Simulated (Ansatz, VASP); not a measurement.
**WC in two plane-wave programs**

One calculation is typed for both programs; each brings its own data sets. How far apart do they land? The cell is taken from a series of runs on this material, whose earlier steps may have relaxed, scaled, displaced or heated it; both programs get it as it stands.

Calculated with Ansatz 0.2.0; plane waves, with VASP 6.6.1 beside it; zone-centre phonons at PBEsol.

## (1) Starting point

Symmetry: P4/nmm, No. 129, tetragonal system. Conventional cell: a = 3.041 Å, b = 3.041 Å, c = 4.441 Å, α = 90.00°, β = 90.00°, γ = 90.00°. Nearest to W lie 6 C at 2.16 to 2.24 Å. Nearest to C lie 6 W at 2.16 to 2.24 Å. Farther neighbours are not listed.

## (2) VASP: zone-centre phonons, PBEsol

Second derivatives magnify differences that forces hide, and they need a tight electronic threshold.

Lines of VASP's logs that name or quote its potential files are left out, and so is its time.

Contents of INCAR:

```
SYSTEM = WC
PREC = Accurate
ENCUT = 600
EDIFF = 1E-08
NELM = 120
ISMEAR = 1
SIGMA = 0.15
LREAL = .FALSE.
ALGO = Normal
GGA = PS
NBANDS = 16
LASPH = .TRUE.
LORBIT = 11
LWAVE = .FALSE.
LCHARG = .FALSE.
ISIF = 2
IBRION = 8
GGA_COMPAT = .FALSE.
KPAR = 2
```

Contents of POSCAR:

```
WC
1.0
    3.0410243286      0.0000000000      0.0000000000
    0.0000000000      3.0410243286      0.0000000000
    0.0000000000      0.0000000000      4.4407636418
W C
2 2
Direct
    0.0000000000      0.5000000000      0.2784179948
    0.5000000000      0.0000000000      0.7215820052
    0.0000000000      0.5000000000      0.7749874904
    0.5000000000      0.0000000000      0.2250125096
```

Contents of KPOINTS:

```
Automatic mesh
0
Gamma
12 12 10
0 0 0
```

PAW data sets: W and C (PBE family, release 64).

Started as:

```console
$ mpirun -np 2 vasp_std
```

Numbers of over 12 decimals in the logs are rounded to 6 here.

The log of the run:

```text
[banner, memory and clock lines left out]
running    2 mpi-ranks, on    1 nodes
 distrk:  each k-point on    1 cores,    2 groups
 distr:  one band on    1 cores,    1 groups

 POSCAR found type information on POSCAR W C
 POSCAR found :  2 types and       4 ions
|                                                                             |
|               ----> ADVICE to this user running VASP <----                  |
|                                                                             |
|     You enforced a specific xc type in the INCAR file but a different       |
|     [... a line on the potential file left out ...]
|     I HOPE YOU KNOW WHAT YOU ARE DOING!                                     |
|                                                                             |

 LDA part: xc-table for (Slater+PW92), standard interpolation
 POSCAR, INCAR and KPOINTS ok, starting setup
 FFT: planning ... GRIDC
 FFT: planning ... GRID_SOFT
 FFT: planning ... GRID
 WAVECAR not read
 entering main loop
       N       E                     dE             d eps       ncg     rms          rms(c)
DAV:   1     0.807999480838E+02    0.80800E+02   -0.10591E+04  5376   0.130E+03
DAV:   2    -0.451630794393E+02   -0.12596E+03   -0.12148E+03  6816   0.314E+02
DAV:   3    -0.526953927615E+02   -0.75323E+01   -0.73458E+01  7744   0.616E+01
DAV:   4    -0.528228638034E+02   -0.12747E+00   -0.12740E+00  6168   0.965E+00
DAV:   5    -0.528253828864E+02   -0.25191E-02   -0.25183E-02  7776   0.111E+00    0.490E+01
DAV:   6    -0.465240305073E+02    0.63014E+01   -0.29969E+01  7136   0.332E+01    0.165E+01
DAV:   7    -0.462942381184E+02    0.22979E+00   -0.17815E+00  6272   0.991E+00    0.115E+01
DAV:   8    -0.462316401842E+02    0.62598E-01   -0.23153E-01  7032   0.345E+00    0.151E+00
DAV:   9    -0.462224820403E+02    0.91581E-02   -0.47479E-02  6608   0.127E+00    0.432E-01
DAV:  10    -0.462221776426E+02    0.30440E-03   -0.35274E-03  6984   0.498E-01    0.675E-02
DAV:  11    -0.462221011695E+02    0.76473E-04   -0.31678E-04  7104   0.113E-01    0.200E-02
DAV:  12    -0.462220999739E+02    0.11956E-05   -0.16130E-05  6760   0.354E-02    0.126E-02
DAV:  13    -0.462220994861E+02    0.48778E-06   -0.25878E-06  7072   0.919E-03    0.272E-03
DAV:  14    -0.462220995456E+02   -0.59469E-07   -0.99366E-08  6664   0.278E-03    0.512E-04
DAV:  15    -0.462220995503E+02   -0.46862E-08   -0.39423E-08  6064   0.120E-03
   1 F= -.46222100E+02 E0= -.46221868E+02  d E =-.695713E-03
 Linear response reoptimize wavefunctions to high precision
DAV:   1    -0.462220995481E+02    0.21478E-08   -0.29571E-09  4944   0.428E-04
DAV:   2    -0.462220995481E+02   -0.50022E-11   -0.16711E-10  3760   0.110E-04
 Linear response DOF=           4
 Linear response progress:
  Degree of freedom:   1/  4
       N       E                     dE             d eps       ncg     rms          rms(c)
RMM:   1    -0.116543021815E+00   -0.11654E+00   -0.94910E-02 28429   0.193E+00
RMM:   2    -0.113188145566E+00    0.33549E-02   -0.38257E-03 21696   0.436E-01    0.154E-01
RMM:   3    -0.112865305276E+00    0.32284E-03   -0.47964E-04 23077   0.110E-01    0.864E-02
RMM:   4    -0.112867546682E+00   -0.22414E-05   -0.30005E-04 22189   0.108E-01    0.117E-02
RMM:   5    -0.112896835105E+00   -0.29288E-04   -0.14505E-05 24883   0.173E-02    0.378E-03
RMM:   6    -0.112905068219E+00   -0.82331E-05   -0.70040E-09 23681   0.337E-03    0.154E-03
RMM:   7    -0.112907922210E+00   -0.28540E-05   -0.43651E-07 24298   0.126E-03    0.743E-04
RMM:   8    -0.112910993268E+00   -0.30711E-05   -0.15195E-07 23722   0.938E-04    0.971E-05
RMM:   9    -0.112910971281E+00    0.21987E-07    0.10601E-07 26024   0.231E-04    0.383E-05
RMM:  10    -0.112910798633E+00    0.17265E-06    0.14117E-07 25240   0.109E-04    0.732E-06
RMM:  11    -0.112910764208E+00    0.34425E-07    0.13609E-07 26878   0.809E-05    0.212E-06
RMM:  12    -0.112910760561E+00    0.36473E-08    0.12870E-07 24750   0.729E-05    0.542E-07
RMM:  13    -0.112910760680E+00   -0.11919E-09    0.13560E-07 19408   0.713E-05    0.153E-07
RMM:  14    -0.112910761123E+00   -0.44305E-09    0.14548E-07 15585   0.710E-05    0.564E-08
 first order change of Fermi-energy  -0.21356E-04
 force on displaced ion       1 direction 1 : -10.404   0.000   0.004
 Linear response progress:
  Degree of freedom:   2/  4
       N       E                     dE             d eps       ncg     rms          rms(c)
RMM:   1    -0.134606001859E+00   -0.13461E+00   -0.92727E-02 10741   0.196E+00
RMM:   2    -0.129424060966E+00    0.51819E-02   -0.42135E-03  8379   0.465E-01    0.168E-01
RMM:   3    -0.129125210064E+00    0.29885E-03   -0.52586E-04  8828   0.124E-01    0.105E-01
RMM:   4    -0.129121749410E+00    0.34607E-05   -0.19591E-04  8698   0.780E-02    0.501E-02
RMM:   5    -0.129204919276E+00   -0.83170E-04   -0.84968E-05  8579   0.510E-02    0.135E-02
RMM:   6    -0.129235773344E+00   -0.30854E-04   -0.42675E-06  9327   0.114E-02    0.685E-03
RMM:   7    -0.129255474353E+00   -0.19701E-04   -0.21954E-07  8934   0.446E-03    0.822E-04
RMM:   8    -0.129256123861E+00   -0.64951E-06   -0.10005E-07  9510   0.915E-04    0.476E-04
RMM:   9    -0.129256118381E+00    0.54799E-08   -0.14223E-07  9209   0.325E-04    0.138E-04
RMM:  10    -0.129255885969E+00    0.23241E-06   -0.22615E-08  9660   0.158E-04    0.217E-05
RMM:  11    -0.129255819851E+00    0.66119E-07   -0.61135E-08  9905   0.855E-05    0.806E-06
RMM:  12    -0.129255793090E+00    0.26761E-07   -0.36665E-08 10080   0.683E-05    0.225E-06
RMM:  13    -0.129255793973E+00   -0.88348E-09   -0.33410E-08  9383   0.632E-05    0.756E-07
 first order change of Fermi-energy  -0.99640E+00
 force on displaced ion       1 direction 3 :   0.000   0.000 -16.437
 Linear response progress:
  Degree of freedom:   3/  4
       N       E                     dE             d eps       ncg     rms          rms(c)
RMM:   1    -0.124524773971E+00   -0.12452E+00    0.42724E-02 32359   0.208E+00
RMM:   2    -0.121926789928E+00    0.25980E-02   -0.42058E-03 22504   0.483E-01    0.178E-01
RMM:   3    -0.122228361628E+00   -0.30157E-03   -0.12087E-03 21503   0.194E-01    0.875E-02
RMM:   4    -0.123120284683E+00   -0.89192E-03   -0.73260E-04 22270   0.148E-01    0.202E-02
RMM:   5    -0.123083630368E+00    0.36654E-04   -0.30907E-05 23443   0.322E-02    0.360E-03
RMM:   6    -0.123120984320E+00   -0.37354E-04   -0.33923E-06 24048   0.838E-03    0.134E-03
RMM:   7    -0.123132481627E+00   -0.11497E-04   -0.30989E-07 24517   0.270E-03    0.877E-04
RMM:   8    -0.123123145398E+00    0.93362E-05    0.12215E-07 22393   0.151E-03    0.230E-04
RMM:   9    -0.123126740637E+00   -0.35952E-05    0.63570E-09 23096   0.634E-04    0.810E-05
RMM:  10    -0.123126149620E+00    0.59102E-06    0.16143E-07 25436   0.183E-04    0.116E-05
RMM:  11    -0.123126019204E+00    0.13042E-06   -0.35018E-09 25965   0.842E-05    0.636E-06
RMM:  12    -0.123126088528E+00   -0.69324E-07    0.18387E-08 25808   0.623E-05    0.891E-07
RMM:  13    -0.123126086106E+00    0.24219E-08    0.19790E-08 25135   0.516E-05    0.311E-07
 first order change of Fermi-energy  -0.13769E-04
 force on displaced ion       3 direction 1 : -11.101   0.000  -0.008
 Linear response progress:
  Degree of freedom:   4/  4
       N       E                     dE             d eps       ncg     rms          rms(c)
RMM:   1    -0.128549746979E+00   -0.12855E+00    0.69195E-02 12142   0.208E+00
RMM:   2    -0.127452062989E+00    0.10977E-02   -0.43794E-03  8574   0.497E-01    0.188E-01
RMM:   3    -0.127712580792E+00   -0.26052E-03   -0.15208E-03  8325   0.209E-01    0.944E-02
RMM:   4    -0.128406021992E+00   -0.69344E-03   -0.53035E-04  8559   0.125E-01    0.254E-02
RMM:   5    -0.128457453370E+00   -0.51431E-04   -0.32683E-05  8947   0.285E-02    0.182E-02
RMM:   6    -0.128494551292E+00   -0.37098E-04   -0.36038E-06  8852   0.138E-02    0.655E-03
RMM:   7    -0.128504163975E+00   -0.96127E-05   -0.80929E-07  9290   0.302E-03    0.223E-03
RMM:   8    -0.128498158679E+00    0.60053E-05   -0.70461E-09  8951   0.177E-03    0.278E-04
RMM:   9    -0.128496833709E+00    0.13250E-05    0.21044E-09  9406   0.397E-04    0.964E-05
RMM:  10    -0.128497023707E+00   -0.19000E-06   -0.13785E-08  9359   0.154E-04    0.191E-05
RMM:  11    -0.128497025498E+00   -0.17910E-08   -0.61500E-08  9933   0.598E-05    0.655E-06
 first order change of Fermi-energy  -0.30014E+00
 force on displaced ion       3 direction 3 :   0.000   0.000  -9.211
 Linear response finished
```

From OUTCAR (step 2):

```text
ion  position               nearest neighbor table
   1  0.000  0.500  0.278-   4 2.16   4 2.16   4 2.16   4 2.16   3 2.21   3 2.24   2 2.91   2 2.91
                             2 2.91   2 2.91   2 3.28   2 3.28   2 3.28   2 3.28
   2  0.500  0.000  0.722-   3 2.16   3 2.16   3 2.16   3 2.16   4 2.21   4 2.24   1 2.91   1 2.91
                             1 2.91   1 2.91   1 3.28   1 3.28   1 3.28   1 3.28
   3  0.000  0.500  0.775-   2 2.16   2 2.16   2 2.16   2 2.16   1 2.21   1 2.24
   4  0.500  0.000  0.225-   1 2.16   1 2.16   1 2.16   1 2.16   2 2.21   2 2.24

  LATTYP: Found a simple tetragonal cell.
 ALAT       =     3.0410243286
 C/A-ratio  =     1.4602854703

 Subroutine GETGRP returns: Found 16 space group operations
 (whereof  8 operations were pure point group operations)

The static configuration has the point symmetry D_2d.
 The point group associated with its full space group is D_4h.

 Found    168 irreducible k-points:

   k-points           NKPTS =    168   k-points in BZ     NKDIM =    168   number of bands    NBANDS=     16

   dimension x,y,z NGX =    24 NGY =   24 NGZ =   36
   dimension x,y,z NGXF=    48 NGYF=   48 NGZF=   72

   ENCUT  =  600.0 eV  44.10 Ry    6.64 a.u.   6.07  6.07  8.87*2*pi/ulx,y,z

   NELECT =      20.0000    total number of electrons

 k-points in reciprocal lattice and weights: Automatic mesh
   0.00000000  0.00000000  0.00000000       0.001
   0.08333333  0.00000000  0.00000000       0.003
   0.16666667  0.00000000  0.00000000       0.003
   0.25000000  0.00000000  0.00000000       0.003
   0.33333333  0.00000000  0.00000000       0.003
   0.41666667  0.00000000  0.00000000       0.003
   0.50000000  0.00000000  0.00000000       0.001
   0.08333333  0.08333333  0.00000000       0.003
   0.16666667  0.08333333  0.00000000       0.006
[...]
0.50000000  0.41666667  0.50000000       0.003
   0.50000000  0.50000000  0.50000000       0.001

 average (electrostatic) potential at core
       1 -36.8335       2 -36.8335       3 -46.0152       4 -46.0152

  Total        0.0675277      0.0675277     -0.0310540      0.0000000     -0.0000000      0.0000000
  in kB        2.6344808      2.6344808     -1.2115186      0.0000000     -0.0000000      0.0000000
  external PRESSURE =       1.3524810 kB  Pullay stress =       0.0000000 kB

  energy-cutoff  :      600.00
  volume of cell :       41.07
      direct lattice vectors                 reciprocal lattice vectors
     3.041024329  0.000000000  0.000000000     0.328836567  0.000000000  0.000000000
     0.000000000  3.041024329  0.000000000     0.000000000  0.328836567  0.000000000
     0.000000000  0.000000000  4.440763642     0.000000000  0.000000000  0.225186495

 POSITION                                       TOTAL-FORCE (eV/Angst)
 -----------------------------------------------------------------------------------
      0.00000      1.52051      1.23639         0.000000      0.000000      0.054617
      1.52051      0.00000      3.20438        -0.000000      0.000000     -0.054617
      0.00000      1.52051      3.44154         0.000000      0.000000      0.018163
      1.52051      0.00000      0.99923        -0.000000      0.000000     -0.018163
 -----------------------------------------------------------------------------------
    total drift:                                0.000000      0.000000     -0.000000

 Eigenvectors and eigenvalues of the dynamical matrix
 ----------------------------------------------------

   1 f  =   15.915859 THz   100.002289 2PiTHz  530.895900 cm-1    65.822673 meV
             X         Y         Z           dx          dy          dz
      0.000000  1.520512  1.236389     0.141431   -0.031044    0.000000
      1.520512  0.000000  3.204375    -0.141431    0.031044    0.000000
      0.000000  1.520512  3.441536     0.676029   -0.148387   -0.000000
      1.520512  0.000000  0.999227    -0.676029    0.148387   -0.000000

   2 f  =   15.915859 THz   100.002289 2PiTHz  530.895900 cm-1    65.822673 meV
             X         Y         Z           dx          dy          dz
      0.000000  1.520512  1.236389     0.031044    0.141431    0.000000
      1.520512  0.000000  3.204375    -0.031044   -0.141431   -0.000000
      0.000000  1.520512  3.441536     0.148387    0.676029   -0.000000
      1.520512  0.000000  0.999227    -0.148387   -0.676029    0.000000

   3 f  =   15.723963 THz    98.796576 2PiTHz  524.494962 cm-1    65.029058 meV
             X         Y         Z           dx          dy          dz
      0.000000  1.520512  1.236389     0.000000    0.000000   -0.120751
      1.520512  0.000000  3.204375    -0.000000   -0.000000    0.120751
      0.000000  1.520512  3.441536     0.000000    0.000000    0.696720
      1.520512  0.000000  0.999227    -0.000000   -0.000000   -0.696720

   4 f  =   14.921310 THz    93.753353 2PiTHz  497.721315 cm-1    61.709550 meV
             X         Y         Z           dx          dy          dz
      0.000000  1.520512  1.236389     0.157124   -0.078162    0.000000
      1.520512  0.000000  3.204375     0.157124   -0.078162    0.000000
      0.000000  1.520512  3.441536    -0.613292    0.305084   -0.000000
      1.520512  0.000000  0.999227    -0.613292    0.305084    0.000000

   5 f  =   14.921310 THz    93.753353 2PiTHz  497.721315 cm-1    61.709550 meV
             X         Y         Z           dx          dy          dz
      0.000000  1.520512  1.236389     0.078162    0.157124   -0.000000
      1.520512  0.000000  3.204375     0.078162    0.157124    0.000000
      0.000000  1.520512  3.441536    -0.305084   -0.613292   -0.000000
      1.520512  0.000000  0.999227    -0.305084   -0.613292   -0.000000

   6 f  =   11.948052 THz    75.071824 2PiTHz  398.544109 cm-1    49.413150 meV
             X         Y         Z           dx          dy          dz
      0.000000  1.520512  1.236389    -0.000000   -0.000000    0.175356
      1.520512  0.000000  3.204375    -0.000000   -0.000000    0.175356
      0.000000  1.520512  3.441536     0.000000    0.000000   -0.685018
      1.520512  0.000000  0.999227     0.000000    0.000000   -0.685018

   7 f  =    5.342678 THz    33.569037 2PiTHz  178.212558 cm-1    22.095531 meV
             X         Y         Z           dx          dy          dz
      0.000000  1.520512  1.236389     0.000000   -0.000000    0.696720
      1.520512  0.000000  3.204375    -0.000000    0.000000   -0.696720
      0.000000  1.520512  3.441536     0.000000   -0.000000    0.120751
      1.520512  0.000000  0.999227     0.000000   -0.000000   -0.120751

   8 f  =    1.862729 THz    11.703873 2PiTHz   62.133957 cm-1     7.703625 meV
             X         Y         Z           dx          dy          dz
      0.000000  1.520512  1.236389    -0.059883    0.689527   -0.000000
      1.520512  0.000000  3.204375     0.059883   -0.689527   -0.000000
      0.000000  1.520512  3.441536     0.012528   -0.144255   -0.000000
      1.520512  0.000000  0.999227    -0.012528    0.144255   -0.000000

   9 f  =    1.862729 THz    11.703873 2PiTHz   62.133957 cm-1     7.703625 meV
             X         Y         Z           dx          dy          dz
      0.000000  1.520512  1.236389    -0.689527   -0.059883    0.000000
      1.520512  0.000000  3.204375     0.689527    0.059883    0.000000
      0.000000  1.520512  3.441536     0.144255    0.012528    0.000000
      1.520512  0.000000  0.999227    -0.144255   -0.012528    0.000000

  10 f/i=    0.004362 THz     0.027409 2PiTHz    0.145510 cm-1     0.018041 meV
             X         Y         Z           dx          dy          dz
      0.000000  1.520512  1.236389     0.000000    0.000000   -0.685018
      1.520512  0.000000  3.204375     0.000000    0.000000   -0.685018
      0.000000  1.520512  3.441536     0.000000    0.000000   -0.175356
      1.520512  0.000000  0.999227     0.000000    0.000000   -0.175356

  11 f/i=    0.008393 THz     0.052733 2PiTHz    0.279950 cm-1     0.034709 meV
             X         Y         Z           dx          dy          dz
      0.000000  1.520512  1.236389     0.134176    0.671714    0.000000
      1.520512  0.000000  3.204375     0.134176    0.671714    0.000000
      0.000000  1.520512  3.441536     0.034375    0.172091    0.000000
      1.520512  0.000000  0.999227     0.034375    0.172091    0.000000

  12 f/i=    0.008393 THz     0.052733 2PiTHz    0.279950 cm-1     0.034709 meV
             X         Y         Z           dx          dy          dz
      0.000000  1.520512  1.236389    -0.671714    0.134176   -0.000000
      1.520512  0.000000  3.204375    -0.671714    0.134176   -0.000000
      0.000000  1.520512  3.441536    -0.172091    0.034375   -0.000000
      1.520512  0.000000  0.999227    -0.172091    0.034375   -0.000000

 ELASTIC MODULI CONTR FROM IONIC RELAXATION (kBar)
 Direction    XX          YY          ZZ          XY          YZ          ZX
 --------------------------------------------------------------------------------
 XX        -511.6019   -511.6019    673.8498      0.0000     -0.0000     -0.0000
 YY        -511.6019   -511.6019    673.8498      0.0000     -0.0000     -0.0000
 ZZ         673.8498    673.8498  -1332.2699      0.0000      0.0000      0.0000
 XY           0.0000      0.0000      0.0000      0.0000      0.0000      0.0000
 YZ          -0.0000     -0.0000      0.0000      0.0000   -480.1003      0.0000
 ZX          -0.0000     -0.0000      0.0000      0.0000      0.0000   -154.3346
 --------------------------------------------------------------------------------
```

(Part 1 of 2 ends here.)

[Lines on the potential files, build, host, timing and source positions are cut from VASP's logs without a mark.]

[Logs are printed without paths, hosts, clocks, repeated set-up lines and the standing remarks that a program may print on its own settings, such as how far it seeks lower states.]

[Hosts, paths, dates, database ids (printed as entryN), source tags and the programs' standing remarks are cut or masked in the printed files.]
